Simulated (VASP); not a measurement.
Given:

```
CELL_PARAMETERS angstrom
      0.00000     2.72175     2.72175
      2.72175     0.00000     2.72175
      2.72175     2.72175     0.00000
ATOMIC_POSITIONS crystal
  Al 0.00000 0.00000 0.00000
  As 0.25000 0.25000 0.25000
```

Calculation: LDA (Ceperley-Alder, Perdew-Zunger), VASP's LDA PAW potentials (set 64) (plane waves; VASP 6.6.1). Run with 500 eV cut-off, 8×8×8 Γ-centred mesh, Gaussian smearing of 0.050 eV, potentials Al As.

Question: Predict the energy per atom (σ→0), pressure, band gap (on the k-mesh) with the smallest direct gap where there is one.

Answer: 
```
Quantity                                      Value
-----------------------------------  --------------
band gap (on the k-mesh)                    1.12 eV
smallest direct gap (on the k-mesh)         2.84 eV
energy per atom (σ→0)                -5.194 eV/atom
pressure                                   9.94 GPa
```

Total energies compare only between runs with the same potentials, cut-off and functional.

The compound is AlAs in the zinc blende structure. It was relaxed first under an external pressure of 10 GPa.
